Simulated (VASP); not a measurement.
# HPbNO4 (Pmmn) in VASP: notebook, part 2 of 2

VASP 6.6.1. The steps go on from the part before.

### Step 3. Band structure, revPBE

This run uses another cell than the first one, of 15.29 Å³/atom, 0.983 times its volume.

The input, POSCAR:

```
HPbNO4                                  
1.0
    5.0211142185      0.0000000000      0.0000000000
    0.0000000000      5.7350972062      0.0000000000
    0.0000000000      0.0000000000      7.4311235376
  H               Pb              N               O             
     2     2     2     8
Direct
     0.0000000000000000    0.5000000000000000    0.1887666798376596
     0.5000000000000000    0.0000000000000000    0.8112333201623401
     0.5000000000000000    0.5000000000000000    0.9647637012756777
     0.0000000000000000    0.0000000000000000    0.0352362987243223
     0.0000000000000000    0.0000000000000000    0.6360548610595025
     0.5000000000000000    0.5000000000000000    0.3639451389404973
     0.0000000000000000    0.5000000000000000    0.0573501761772479
     0.5000000000000000    0.0000000000000000    0.9426498238227524
     0.0000000000000000    0.1925072743618164    0.7283046282181250
     0.0000000000000000    0.8074927256381834    0.7283046282181250
     0.0000000000000000    0.0000000000000000    0.4702559637822388
     0.5000000000000000    0.6925072743618166    0.2716953717818754
     0.5000000000000000    0.3074927256381836    0.2716953717818754
     0.5000000000000000    0.5000000000000000    0.5297440362177613
```

The input, INCAR.step1:

```
ALGO = Normal
EDIFF = 1E-6
ENCUT = 520
GGA = RE
ISIF = 2
ISMEAR = -1
KPAR = 4
LASPH = T
LCHARG = T
LREAL = F
LWAVE = F
NELM = 60
PREC = Accurate
SIGMA = 0.05
```

The input, KPOINTS.step1:

```
k-points
0
Gamma
  6 5 4
```

The input, INCAR.step2:

```
ALGO = Normal
EDIFF = 1E-6
ENCUT = 520
GGA = RE
ICHARG = 11
ISIF = 2
ISMEAR = 0
KPAR = 4
LASPH = T
LCHARG = F
LREAL = F
LWAVE = F
NELM = 60
PREC = Accurate
SIGMA = 0.05
```

The input, KPOINTS.step2:

```
path GXSYGZURTZ,YT,UX,SR
20
line-mode
reciprocal
 0.0000000000  0.0000000000  0.0000000000  G
 0.5000000000  0.0000000000  0.0000000000  X

 0.5000000000  0.0000000000  0.0000000000  X
 0.5000000000  0.5000000000  0.0000000000  S

 0.5000000000  0.5000000000  0.0000000000  S
 0.0000000000  0.5000000000  0.0000000000  Y

 0.0000000000  0.5000000000  0.0000000000  Y
 0.0000000000  0.0000000000  0.0000000000  G

 0.0000000000  0.0000000000  0.0000000000  G
 0.0000000000  0.0000000000  0.5000000000  Z

 0.0000000000  0.0000000000  0.5000000000  Z
 0.5000000000  0.0000000000  0.5000000000  U

 0.5000000000  0.0000000000  0.5000000000  U
 0.5000000000  0.5000000000  0.5000000000  R

 0.5000000000  0.5000000000  0.5000000000  R
 0.0000000000  0.5000000000  0.5000000000  T

 0.0000000000  0.5000000000  0.5000000000  T
 0.0000000000  0.0000000000  0.5000000000  Z

 0.0000000000  0.5000000000  0.0000000000  Y
 0.0000000000  0.5000000000  0.5000000000  T

 0.5000000000  0.0000000000  0.5000000000  U
 0.5000000000  0.0000000000  0.0000000000  X

 0.5000000000  0.5000000000  0.0000000000  S
 0.5000000000  0.5000000000  0.5000000000  R
```

Potentials or basis: VASP PAW PBE potentials, release 64 (H, Pb_d, N, O).

Run with:

```bash
$ cat potpaw_PBE.64/H/POTCAR potpaw_PBE.64/Pb_d/POTCAR potpaw_PBE.64/N/POTCAR potpaw_PBE.64/O/POTCAR > POTCAR
$ cp INCAR.step1 INCAR
$ cp KPOINTS.step1 KPOINTS
$ mpirun -np 4 vasp_std > vasp.out
$ cp INCAR.step2 INCAR
$ cp KPOINTS.step2 KPOINTS
$ mpirun -np 4 vasp_std > vasp.out
```

Wall time 5.5 min (4 MPI ranks of Intel Xeon 6975P-C (Granite Rapids), shared host); peak memory 1.8 GiB.

Results (log left out):

```yaml
Band_gap_on_the_k_mesh: 2.85 eV, indirect (least direct gap 2.97 eV)
Band_gap_along_the_path: 2.75 eV, indirect (least direct gap 2.84 eV)
```

Levels at the corners of the path, in eV from the valence-band top:
| point | band 40 | band 41 | band 42 | band 43 | band 44 | band 45 | band 46 | band 47 | band 48 | band 49 |
| --- | --- | --- | --- | --- | --- | --- | --- | --- | --- | --- |
| Γ | -1.46 | -1.30 | -1.21 | -0.27 | 0.00 | 3.25 | 3.83 | 5.05 | 5.16 | 5.30 |
| X | -1.22 | -0.57 | -0.57 | -0.14 | -0.14 | 3.41 | 3.41 | 4.75 | 4.75 | 5.55 |
| X | -1.22 | -0.57 | -0.57 | -0.14 | -0.14 | 3.41 | 3.41 | 4.75 | 4.75 | 5.55 |
| S | -1.11 | -0.32 | -0.32 | -0.09 | -0.09 | 2.75 | 2.75 | 4.09 | 4.09 | 5.77 |
| S | -1.11 | -0.32 | -0.32 | -0.09 | -0.09 | 2.75 | 2.75 | 4.09 | 4.09 | 5.77 |
| Y | -1.20 | -0.71 | -0.71 | -0.27 | -0.27 | 3.63 | 3.63 | 4.17 | 4.17 | 5.41 |
| Y | -1.20 | -0.71 | -0.71 | -0.27 | -0.27 | 3.63 | 3.63 | 4.17 | 4.17 | 5.41 |
| Γ | -1.46 | -1.30 | -1.21 | -0.27 | 0.00 | 3.25 | 3.83 | 5.05 | 5.16 | 5.30 |
| Γ | -1.46 | -1.30 | -1.21 | -0.27 | 0.00 | 3.25 | 3.83 | 5.05 | 5.16 | 5.30 |
| Z | -1.42 | -1.31 | -1.26 | -0.17 | -0.10 | 3.32 | 3.75 | 4.34 | 5.07 | 5.24 |
| Z | -1.42 | -1.31 | -1.26 | -0.17 | -0.10 | 3.32 | 3.75 | 4.34 | 5.07 | 5.24 |
| U | -1.24 | -0.59 | -0.59 | -0.13 | -0.13 | 3.47 | 3.47 | 4.58 | 4.58 | 5.48 |
| U | -1.24 | -0.59 | -0.59 | -0.13 | -0.13 | 3.47 | 3.47 | 4.58 | 4.58 | 5.48 |
| R | -1.10 | -0.30 | -0.30 | -0.08 | -0.08 | 2.83 | 2.83 | 3.93 | 3.93 | 5.41 |
| R | -1.10 | -0.30 | -0.30 | -0.08 | -0.08 | 2.83 | 2.83 | 3.93 | 3.93 | 5.41 |
| T | -1.31 | -0.69 | -0.69 | -0.21 | -0.21 | 3.65 | 3.65 | 3.99 | 3.99 | 5.13 |
| T | -1.31 | -0.69 | -0.69 | -0.21 | -0.21 | 3.65 | 3.65 | 3.99 | 3.99 | 5.13 |
| Z | -1.42 | -1.31 | -1.26 | -0.17 | -0.10 | 3.32 | 3.75 | 4.34 | 5.07 | 5.24 |
| Y | -1.20 | -0.71 | -0.71 | -0.27 | -0.27 | 3.63 | 3.63 | 4.17 | 4.17 | 5.41 |
| T | -1.31 | -0.69 | -0.69 | -0.21 | -0.21 | 3.65 | 3.65 | 3.99 | 3.99 | 5.13 |
| U | -1.24 | -0.59 | -0.59 | -0.13 | -0.13 | 3.47 | 3.47 | 4.58 | 4.58 | 5.48 |
| X | -1.22 | -0.57 | -0.57 | -0.14 | -0.14 | 3.41 | 3.41 | 4.75 | 4.75 | 5.55 |
| S | -1.11 | -0.32 | -0.32 | -0.09 | -0.09 | 2.75 | 2.75 | 4.09 | 4.09 | 5.77 |
| R | -1.10 | -0.30 | -0.30 | -0.08 | -0.08 | 2.83 | 2.83 | 3.93 | 3.93 | 5.41 |

Caveat: the log is that of the step along the path at fixed density, whose energy, stress, charges and moments have no meaning; the standard files for N, O and F lose accuracy on very short bonds; the PAW data sets were made with another functional, which shifts forces and pressure a little; spin-orbit coupling is left out, which as a rule narrows the gap of such compounds by several tenths of an eV; the mesh misses the band edges, which the band path finds closer together. A hybrid or GW would open this gap; revPBE tends to underestimate it.

### Step 4. Band structure, BLYP

This run uses another cell than the first one, of 14.81 Å³/atom, 0.952 times its volume.

The input, POSCAR:

```
HPbNO4                                  
1.0
    4.9813272897      0.0000000000      0.0000000000
    0.0000000000      5.7228296303      0.0000000000
    0.0000000000      0.0000000000      7.2748754903
  H               Pb              N               O             
     2     2     2     8
Direct
     1.0000000000000000    0.5000000000000000    0.1911998568432807
     0.5000000000000000    0.0000000000000000    0.8088001431567194
     0.5000000000000000    0.5000000000000000    0.9519698788024792
     1.0000000000000000    0.0000000000000000    0.0480301211975209
     1.0000000000000000    0.0000000000000000    0.6324943956455372
     0.5000000000000000    0.5000000000000000    0.3675056043544631
     1.0000000000000000    0.5000000000000000    0.0569145299563119
     0.5000000000000000    0.0000000000000000    0.9430854700436879
     0.0000000000000000    0.1934400616068599    0.7266602943300650
     1.0000000000000000    0.8065599383931398    0.7266602943300650
     1.0000000000000000    0.0000000000000000    0.4621908759131378
     0.5000000000000000    0.6934400616068602    0.2733397056699352
     0.5000000000000000    0.3065599383931402    0.2733397056699352
     0.5000000000000000    0.5000000000000000    0.5378091240868621
```

INCAR.step1: that of step 3 with these lines changed.

```diff
@@ -1 +1,5 @@
+AGGAC = 1.0
+AGGAX = 1.0
+ALDAC = 0.0
+ALDAX = 1.0
 ALGO = Normal
@@ -3,3 +7,3 @@
 ENCUT = 520
-GGA = RE
+GGA = B5
 ISIF = 2
```

KPOINTS.step1 is that of step 3.

INCAR.step2: that of step 3 with these lines changed.

```diff
@@ -1 +1,5 @@
+AGGAC = 1.0
+AGGAX = 1.0
+ALDAC = 0.0
+ALDAX = 1.0
 ALGO = Normal
@@ -3,3 +7,3 @@
 ENCUT = 520
-GGA = RE
+GGA = B5
 ICHARG = 11
```

KPOINTS.step2 is that of step 3.

Run with:

```bash
$ cat potpaw_PBE.64/H/POTCAR potpaw_PBE.64/Pb_d/POTCAR potpaw_PBE.64/N/POTCAR potpaw_PBE.64/O/POTCAR > POTCAR
$ cp INCAR.step1 INCAR
$ cp KPOINTS.step1 KPOINTS
$ mpirun -np 4 vasp_std > vasp.out
$ cp INCAR.step2 INCAR
$ cp KPOINTS.step2 KPOINTS
$ mpirun -np 4 vasp_std > vasp.out
```

Run time: 5.9 min. Hardware: 4 MPI ranks of Intel Xeon 6975P-C (Granite Rapids), shared host; peak memory 1.8 GiB.

It converged, with:

```yaml
Band_gap_on_the_k_mesh: 2.80 eV, indirect (least direct gap 2.94 eV)
Band_gap_along_the_path: 2.70 eV, indirect (least direct gap 2.81 eV)
```

Levels at the corners of the path, in eV from the valence-band top:
| point | band 40 | band 41 | band 42 | band 43 | band 44 | band 45 | band 46 | band 47 | band 48 | band 49 |
| --- | --- | --- | --- | --- | --- | --- | --- | --- | --- | --- |
| Γ | -1.46 | -1.30 | -1.19 | -0.31 | 0.00 | 3.06 | 3.71 | 5.06 | 5.13 | 5.22 |
| X | -1.19 | -0.57 | -0.57 | -0.16 | -0.16 | 3.27 | 3.27 | 4.72 | 4.72 | 5.57 |
| X | -1.19 | -0.57 | -0.57 | -0.16 | -0.16 | 3.27 | 3.27 | 4.72 | 4.72 | 5.57 |
| S | -1.08 | -0.33 | -0.33 | -0.11 | -0.11 | 2.70 | 2.70 | 4.05 | 4.05 | 5.75 |
| S | -1.08 | -0.33 | -0.33 | -0.11 | -0.11 | 2.70 | 2.70 | 4.05 | 4.05 | 5.75 |
| Y | -1.16 | -0.73 | -0.73 | -0.29 | -0.29 | 3.48 | 3.48 | 4.08 | 4.08 | 5.36 |
| Y | -1.16 | -0.73 | -0.73 | -0.29 | -0.29 | 3.48 | 3.48 | 4.08 | 4.08 | 5.36 |
| Γ | -1.46 | -1.30 | -1.19 | -0.31 | 0.00 | 3.06 | 3.71 | 5.06 | 5.13 | 5.22 |
| Γ | -1.46 | -1.30 | -1.19 | -0.31 | 0.00 | 3.06 | 3.71 | 5.06 | 5.13 | 5.22 |
| Z | -1.42 | -1.33 | -1.23 | -0.21 | -0.10 | 3.10 | 3.65 | 4.22 | 5.07 | 5.10 |
| Z | -1.42 | -1.33 | -1.23 | -0.21 | -0.10 | 3.10 | 3.65 | 4.22 | 5.07 | 5.10 |
| U | -1.21 | -0.61 | -0.61 | -0.14 | -0.14 | 3.35 | 3.35 | 4.54 | 4.54 | 5.48 |
| U | -1.21 | -0.61 | -0.61 | -0.14 | -0.14 | 3.35 | 3.35 | 4.54 | 4.54 | 5.48 |
| R | -1.07 | -0.30 | -0.30 | -0.11 | -0.11 | 2.83 | 2.83 | 3.82 | 3.82 | 5.33 |
| R | -1.07 | -0.30 | -0.30 | -0.11 | -0.11 | 2.83 | 2.83 | 3.82 | 3.82 | 5.33 |
| T | -1.29 | -0.69 | -0.69 | -0.22 | -0.22 | 3.50 | 3.50 | 3.86 | 3.86 | 5.05 |
| T | -1.29 | -0.69 | -0.69 | -0.22 | -0.22 | 3.50 | 3.50 | 3.86 | 3.86 | 5.05 |
| Z | -1.42 | -1.33 | -1.23 | -0.21 | -0.10 | 3.10 | 3.65 | 4.22 | 5.07 | 5.10 |
| Y | -1.16 | -0.73 | -0.73 | -0.29 | -0.29 | 3.48 | 3.48 | 4.08 | 4.08 | 5.36 |
| T | -1.29 | -0.69 | -0.69 | -0.22 | -0.22 | 3.50 | 3.50 | 3.86 | 3.86 | 5.05 |
| U | -1.21 | -0.61 | -0.61 | -0.14 | -0.14 | 3.35 | 3.35 | 4.54 | 4.54 | 5.48 |
| X | -1.19 | -0.57 | -0.57 | -0.16 | -0.16 | 3.27 | 3.27 | 4.72 | 4.72 | 5.57 |
| S | -1.08 | -0.33 | -0.33 | -0.11 | -0.11 | 2.70 | 2.70 | 4.05 | 4.05 | 5.75 |
| R | -1.07 | -0.30 | -0.30 | -0.11 | -0.11 | 2.83 | 2.83 | 3.82 | 3.82 | 5.33 |

Caveat: the log is that of the step along the path at fixed density, whose energy, stress, charges and moments have no meaning; the standard files for N, O and F lose accuracy on very short bonds; the PAW data sets were made with another functional, which shifts forces and pressure a little; spin-orbit coupling is left out, which as a rule narrows the gap of such compounds by several tenths of an eV; the mesh misses the band edges, which the band path finds closer together.

### Step 5. Overview

| level | cell | gap on the mesh (eV) |
| --- | --- | --- |
| RPBE | Pmmn, 15.55 Å³/atom | 2.84 |
| revPBE | Pmmn, 15.29 Å³/atom | 2.85 |
| BLYP | Pmmn, 14.81 Å³/atom | 2.80 |

Alike in all rows: task band structure; potentials or basis VASP PAW PBE potentials, release 64 (H, Pb_d, N, O); no spin polarisation; k mesh 6 × 5 × 4; cutoff (eV) 520; smearing fermi-dirac 0.05 eV.

On the cell as given the gap runs from 2.70 eV (BLYP) to 2.75 eV (revPBE).

Caveats: the standard files for N, O and F lose accuracy on very short bonds; the PAW data sets were made with another functional, which shifts forces and pressure a little; spin-orbit coupling is left out, which as a rule narrows the gap of such compounds by several tenths of an eV; the mesh misses the band edges, which the band path finds closer together.

Total energies depend on the potentials used, so only differences within one code and one set of settings carry meaning.
